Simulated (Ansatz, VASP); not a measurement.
# Cross-check of CeO2 between VASP and Ansatz, part 2 of 2

One calculation is typed for both programs; each brings its own data sets. How far apart do they land? The cell is taken from a series of runs on this material, whose earlier steps may have relaxed, scaled, displaced or heated it; both programs get it as it stands.

VASP 6.6.1 and Ansatz 0.2.0.

So far: Set-up; VASP: relaxation of cell and atoms, r2SCAN.

## (3) Ansatz: relaxation of cell and atoms, r2SCAN

Level of this step: Ansatz beside VASP: Kohn-Sham DFT, plane waves, r2SCAN (Ansatz).

Ansatz runs on its default PAW (the set named soft_2) files.

The same cell, functional and mesh now go to Ansatz, which takes its cutoff from its data sets.

input.yaml

```yaml
crystal:
  lattice:
    - [0.0, 2.7187077437, 2.7187077437]
    - [2.7187077437, 0.0, 2.7187077437]
    - [2.7187077437, 2.7187077437, 0.0]
  atoms:
    - { symbol: Ce, position: [0.0, 0.0, 0.0] }
    - { symbol: O, position: [0.25, 0.25, 0.25] }
    - { symbol: O, position: [0.75, 0.75, 0.75] }
kpoints:
  mp_grid: { grid: [12, 12, 12] }
hamiltonian:
  xc: r2scan
scf:
  occupations: { method: fixed }
output:
  forces: true
  stress: true
  eigenvalues: true
relax:
  adjacent_minimum: "off"
  f_tol: 0.001
  max_steps: 60
  cell: { stress_tol: 0.01 }
```

Started as:

```console
$ ansatz run input.yaml --threads 18 --pin off --max-ram 92160MiB --backend cuda --events-out ev --progress --plain --runs-dir out
```

Numbers of over 12 decimals in the logs are rounded to 6 here.

The program printed:

```text
Engine: ansatz 0.2.0, aarch64-unknown-linux-gnu
Pseudopotentials: kind: paw
Pseudopotential: Ce, paw, valence charge 12, recommended cutoff 500 eV (meta_gga), Ce.paw.azcp
Pseudopotential: O, paw, valence charge 6, recommended cutoff 500 eV (meta_gga), O.paw.azcp
Functional definition: r2SCAN
  parameter k0 = 0.174
  parameter k1 = 0.065
  parameter a1 = 4.9479
  exchange = r2scan_x(k0 = k0, k1 = k1, a1 = a1)
  correlation = r2scan_c
device memory: the entry about to start is reckoned to put 2.5 GiB on a device that reports 182.5 GiB free
GPU FFT provider: cuFFT
GPU libraries: cuBLAS 13.8.1, cuFFT 12.4.0, cuSOLVER 12.3.2
GPU matrix products: emulated (plane waves: as basis.precision tells), large ones in fixed point in workspaces of 1.00 GiB
Crystal: 3 atoms, lattice volume = 40.190 Å³
Basis set: ecut = 500 eV, 965 PW (Γ), exchange–correlation on 120×120×120 points (64 copies of the dense FFT grid, shifted against one another)
Bands: 16, of which v1, the nominal top of the filled ones, is band 12 counted from 1 (11 counted from 0)
Symmetry: 48 space group operations
Space group: Fm-3m (ITA 225), of the structure as read, at distance tolerance 3.4e-5 Å
k-points: 72 of 1728
Non-local potential: Ce, projectors of the file, l = 0: 3, l = 1: 2, l = 2: 2, l = 3: 3
Non-local potential: O, projectors of the file, l = 0: 2, l = 1: 2, l = 2: 1
PAW form: soft (Blöchl's): semilocal exchange-correlation on the pseudo side does not see the compensation charge
PAW frozen core: Ce, regenerated for the run's functional (the file was generated under x = pbe(κ = 0.804, μ = 0.219515), c = pbe(β = 0.066725))
PAW frozen core: O, regenerated for the run's functional (the file was generated under x = pbe(κ = 0.804, μ = 0.219515), c = pbe(β = 0.066725))
PAW one-centre angular grid: Ce, 2702 points (default); XC on 160 Gauss nodes
PAW one-centre angular grid: O, 302 points (default); XC on 160 Gauss nodes
Initial density: superposition of atomic densities (chi_scale 0.1, normalization cell, long waves kept (reshape's long-wave potential 0.00 eV rms))
Initial wavefunctions: pseudopotential atomic-orbital guess
GPU buffer pool allocated for 27000 grid points (all kernels)
GPU transforms: local potential and band sums: pruned to the plane-wave sphere, on 30×30×30
Functional: x = r2scan, c = r2scan; τ floored in thin density (d = 2e-4 eV/Å³)
SCF iter   1: F=—  HF=-7735.919283 eV  |F-HF|=—  |Δ(HF+E_count)|=         —  Δρ=2.17e-1  dr2=1.14e1  dr2_τ=4.81e-1  ethr=3.10e-3  ⟨swp⟩=3.6  Hψ=5307  notcnv=0
preconditioner: auto → none  [insulator: Δε(μ)=6.049 eV  Ē_g=15.139 eV  n_scr=14 (ndim 8)  ℏωp=27.5 eV  f_vac=0.002  ε∞_Penn≈4.3]
SCF iter   2: F=—  HF=-7738.928041 eV  |F-HF|=—  |Δ(HF+E_count)|=    3.01e0  Δρ=5.87e-1  dr2=1.66e2  dr2_τ=5.04e0  ethr=3.10e-3  ⟨swp⟩=5.1  Hψ=4360  notcnv=0  defer=39  recentre
SCF iter   3: F=—  HF=-7734.963850 eV  |F-HF|=—  |Δ(HF+E_count)|=    3.96e0  Δρ=1.77e-1  dr2=8.36e0  dr2_τ=4.89e0  ethr=3.10e-3  ⟨swp⟩=4.2  Hψ=5607  notcnv=0  defer=21
SCF iter   4: F=—  HF=-7733.709701 eV  |F-HF|=—  |Δ(HF+E_count)|=    1.25e0  Δρ=1.25e-1  dr2=3.78e0  dr2_τ=6.45e-2  ethr=3.10e-3  ⟨swp⟩=3.5  Hψ=3563  notcnv=0  defer=47
SCF iter   5: F=—  HF=-7732.836182 eV  |F-HF|=—  |Δ(HF+E_count)|=   8.74e-1  Δρ=2.40e-2  dr2=1.27e-1  dr2_τ=1.69e-2  ethr=3.10e-3  ⟨swp⟩=4.3  Hψ=3780  notcnv=0  defer=39
SCF iter   6: F=—  HF=-7732.833072 eV  |F-HF|=—  |Δ(HF+E_count)|=   3.11e-3  Δρ=1.50e-2  dr2=9.80e-2  dr2_τ=4.05e-3  ethr=5.31e-4  ⟨swp⟩=2.3  Hψ=2476  notcnv=0  defer=71
SCF iter   7: F=—  HF=-7732.826511 eV  |F-HF|=—  |Δ(HF+E_count)|=   6.56e-3  Δρ=1.01e-2  dr2=4.36e-2  dr2_τ=8.31e-4  ethr=4.08e-4  ⟨swp⟩=2.0  Hψ=1399  notcnv=0  defer=93
SCF iter   8: F=—  HF=-7732.826604 eV  |F-HF|=—  |Δ(HF+E_count)|=   9.29e-5  Δρ=1.01e-2  dr2=4.64e-2  dr2_τ=5.04e-4  ethr=1.82e-4  ⟨swp⟩=2.0  Hψ=1390  notcnv=0  defer=107
SCF iter   9: F=—  HF=-7732.821565 eV  |F-HF|=—  |Δ(HF+E_count)|=   5.04e-3  Δρ=6.09e-3  dr2=1.65e-2  dr2_τ=1.65e-4  ethr=1.82e-4  ⟨swp⟩=2.1  Hψ=1510  notcnv=0  defer=38
SCF iter  10: F=—  HF=-7732.819097 eV  |F-HF|=—  |Δ(HF+E_count)|=   2.47e-3  Δρ=1.31e-4  dr2=2.71e-6  dr2_τ=1.16e-6  ethr=6.88e-5  ⟨swp⟩=2.8  Hψ=1950  notcnv=0  defer=67
SCF iter  11: F=—  HF=-7732.819094 eV  |F-HF|=—  |Δ(HF+E_count)|=   2.93e-6  Δρ=8.43e-5  dr2=1.81e-6  dr2_τ=5.55e-7  ethr=1.13e-8  ⟨swp⟩=3.0  Hψ=2741  notcnv=0  defer=111
SCF iter  12: F=—  HF=-7732.819094 eV  |F-HF|=—  |Δ(HF+E_count)|=   2.31e-7  Δρ=3.92e-5  dr2=6.64e-7  dr2_τ=1.83e-8  ethr=7.54e-9  ⟨swp⟩=2.1  Hψ=1810  notcnv=0  defer=122
SCF iter  13: F=-7732.819094 eV  HF=-7732.819094 eV  |F-HF|=8.35e-8  |Δ(HF+E_count)|=   8.50e-8  Δρ=1.45e-5  dr2=8.94e-8  dr2_τ=1.09e-9  ethr=4.17e-10  ⟨swp⟩=7.0  Hψ=7031  notcnv=0
SCF 1 converged in 13 iterations: F = -7732.819094 eV  dr2 = 8.94e-8
  greatest PAW one-centre occupation: 0.956 electrons in one spin orbital (limit 2), on the Ce atom at site 0 (counted from 0), in its partial waves of l = 0
relax step   1: F+E_penalty+E_count = -7732.81909408 eV  Δ(F+E_penalty+E_count) = +0.000e0 eV  max|allowed force component| = 1.696e-17 eV/Å  Δτ_max = 0.0000 Å  P = -0.007 GPa  Ω = 40.190 Å³  (13 SCF iters, dr2 threshold 1.00e-7 eV, accepted)
device memory: the entry about to start is reckoned to put 2.5 GiB on a device that reports 182.5 GiB free
GPU FFT provider: cuFFT
GPU libraries: cuBLAS 13.8.1, cuFFT 12.4.0, cuSOLVER 12.3.2
GPU matrix products: emulated (plane waves: as basis.precision tells), large ones in fixed point in workspaces of 1.00 GiB
Initial density: handed on by an earlier stage of this run
Initial wavefunctions: pseudopotential atomic-orbital guess (no wavefunctions were taken with the density)
GPU buffer pool allocated for 27000 grid points (all kernels)
GPU transforms: local potential and band sums: pruned to the plane-wave sphere, on 30×30×30
iter 1 solved again at ethr=1.61e-8 eV; its pass at ethr=3.10e-3 eV (dr2=3.87e-6 eV) is discarded
SCF iter   1: F=—  HF=-7732.819102 eV  |F-HF|=—  |Δ(HF+E_count)|=         —  Δρ=1.48e-5  dr2=9.06e-8  dr2_τ=1.05e-9  ethr=1.61e-8  ⟨swp⟩=4.5  Hψ=9200  notcnv=0  defer=97
preconditioner: auto → none  [insulator: Δε(μ)=2.204 eV  Ē_g=10.728 eV  n_scr=14 (ndim 8)  ℏωp=27.5 eV  f_vac=0.043  ε∞_Penn≈7.6]
SCF iter   2: F=—  HF=-7732.819094 eV  |F-HF|=—  |Δ(HF+E_count)|=   8.27e-6  Δρ=3.57e-5  dr2=5.95e-7  dr2_τ=2.65e-8  ethr=3.77e-10  ⟨swp⟩=2.0  Hψ=2017  notcnv=0  defer=93
SCF iter   3: F=—  HF=-7732.819094 eV  |F-HF|=—  |Δ(HF+E_count)|=   7.69e-8  Δρ=2.02e-6  dr2=1.52e-9  dr2_τ=1.95e-10  ethr=3.77e-10  ⟨swp⟩=2.0  Hψ=1814  notcnv=0  defer=97
SCF iter   4: F=—  HF=-7732.819094 eV  |F-HF|=—  |Δ(HF+E_count)|=  7.01e-10  Δρ=3.60e-7  dr2=2.31e-11  dr2_τ=3.22e-12  ethr=6.32e-12  ⟨swp⟩=2.0  Hψ=1973  notcnv=0  defer=97
SCF iter   5: F=—  HF=-7732.819094 eV  |F-HF|=—  |Δ(HF+E_count)|=  9.09e-13  Δρ=6.04e-8  dr2=2.00e-12  dr2_τ=2.15e-14  ethr=1.00e-12  ⟨swp⟩=1.1  Hψ=1159  notcnv=0  defer=97
SCF iter   6: F=-7732.819094 eV  HF=-7732.819094 eV  |F-HF|=5.46e-12  |Δ(HF+E_count)|=  6.37e-12  Δρ=6.30e-9  dr2=6.99e-15  dr2_τ=9.44e-16  ethr=1.00e-12  ⟨swp⟩=8.6  Hψ=6315  notcnv=0
SCF 2 converged in 6 iterations: F = -7732.819094 eV  dr2 = 6.99e-15
relax step   2: F+E_penalty+E_count = -7732.81909415 eV  Δ(F+E_penalty+E_count) = -7.313e-8 eV  max|allowed force component| = 1.002e-17 eV/Å  Δτ_max = 0.0000 Å  P = -0.006 GPa  Ω = 40.190 Å³  stress off target by 6.01e-3 GPa  SCF on the basis re-selected at this cell (its energy is not comparable with the rows above)  (6 SCF iters)
basis re-selected at this cell: Δ(F+E_penalty+E_count) = -7.313e-8 eV, ΔP = +0.001 GPa vs the last step (what re-selecting the basis moved, of the pressure what is left beyond the Pulay correction that the steps carried, after the strain that the cell walked since its last selection, with what the two solves' SCF thresholds leave and, on support functions, any second-order correction that the steps lacked; it is no m [...]
SCF converged after 6 iterations
Free energy (F): -7732.819094 eV
Harris-Foulkes:  -7732.819094 eV  (|F-HF|=5.46e-12)
Internal energy: -7732.819094 eV  (E = F + TS)
E sigma→0 (E₀):  -7732.819094 eV
Fermi energy:    10.699961 eV
--- Per-component energies (eV) ---
  E_band       = 8.907524
  E_kinetic    = 743.461989
  E_local      = -928.960517  (includes V_loc(G=0)·N_el)
  E_nonlocal   = 24.596719
  E_hartree    = 331.320030
  E_xc         = -376.427860
  E_vxc        = -503.342509  (∫ρ·V_xc dr)
  E_paw        = -5805.799305  (= ΣΔE_a)
  E_vpaw       = -18.510767  (= ΣTr[D̂ρ^β])
  E_aug_tail   = 0.002068  (compensation charges beyond the density's cutoff)
  E_vtau       = 29.020481  (kinetic-family band-sum trace: ∫τ·v_τ [+ j·A + Jᵃ·Aᵃ] dr)
  E_ewald      = -1721.030714
  E_core_change = 0.018495  (= ΣΔE_core)
  E_smearing   = -0.000000  (= −TS)
  E_closure    = -0.000000  (closes the sum)
  Σ components = -7732.819094   (vs F -7732.819094, Δ=0.00e0)
--- Forces (eV/Å), atoms counted from 1 ---
  atom   1  Ce    -0.00000000    -0.00000000     0.00000000
  atom   2  O      0.00000000    -0.00000000     0.00000000
  atom   3  O      0.00000000     0.00000000     0.00000000
  max |Σ_I F_I| component: 2.78e-17 eV/Å
--- Stress (GPa, compression-positive) ---
       -0.006008       0.000000      -0.000000
       -0.000000      -0.006008      -0.000000
        0.000000       0.000000      -0.006008
  P = ⅓ Tr σ = -0.0060 GPa (-0.060 kbar)
--- Band table (eV; the first three rows and the last of 72) ---
  k-point 0: bands = [... 8 lower, 6.8104, 10.1074, 10.1074, 10.1074, 13.3081, 13.3081, 13.3081, 13.4552]
  k-point 1: bands = [... 8 lower, 6.9888, 10.0407, 10.0802, 10.0802, 13.3018, 13.3018, 13.3087, 13.4644]
  k-point 2: bands = [... 8 lower, 7.4713, 9.8812, 10.0128, 10.0128, 13.2775, 13.2775, 13.3103, 13.4884]
  k-point 71: bands = [... 8 lower, 9.6233, 9.6233, 9.9793, 10.0179, 12.9734, 13.1144, 13.1144, 13.3872]
--- Relaxed structure (1 steps of the walk, 1 accepted, 1 SCFs on fresh bases) ---
  F+E_penalty+E_count = -7732.81909415 eV   max|allowed force component| = 1.002e-17 eV/Å   (the final SCF, on the basis selected at the relaxed cell)
  cell:  # Å, volume = 40.1900 Å³
    - [0.0, 2.7187077437, 2.7187077437]
    - [2.7187077437, 0.0, 2.7187077437]
    - [2.7187077437, 2.7187077437, 0.0]
  atoms:
    - { symbol: Ce, position: [0.0, 0.0, 0.0] }
    - { symbol: O, position: [0.25, 0.25, 0.25] }
    - { symbol: O, position: [0.75, 0.75, 0.75] }
```

The column dr2 measures how far the density is from self-consistency, as an energy; F and HF (Harris–Foulkes) agree once it is small.

## (4) Side by side

Known differences besides the potentials themselves: VASP keeps PBE cores, Ansatz makes them for the functional; fixed occupations in Ansatz, narrow Gaussian smearing in VASP; the cutoff is 500 eV in Ansatz and 800 eV in VASP; Ansatz adds a Pulay correction to the stress that steers its cell, VASP none. Total energies have different zeros and are not compared.

Compared:

| quantity | Ansatz | VASP | difference |
| --- | --- | --- | --- |
| volume (Å³) | 40.19 | 40.18 | +0.02 % |
| edge a after relaxation, in the typed setting (Å) | 3.845 | 3.845 | +0.01 % |

## (5) What came out

- difference in volume (relaxation of cell and atoms, r2SCAN): 0.019 %

**Reading.** The difference in volume is 0.019 % (relaxation of cell and atoms, r2SCAN), within the 1.2 % picked in this series as the mark of a large difference, as far as the stopping tolerances let one tell. Such differences can come from data sets, numerical settings and the points named under the comparisons, not from the functional's error against experiment.

[Lines on the potential files, build, host, timing and source positions are cut from VASP's logs without a mark.]

[Logs are printed without paths, hosts, clocks, repeated set-up lines and the standing remarks that a program may print on its own settings, such as how far it seeks lower states.]

[Hosts, paths, dates, database ids (printed as entryN), source tags and the programs' standing remarks are cut or masked in the printed files.]
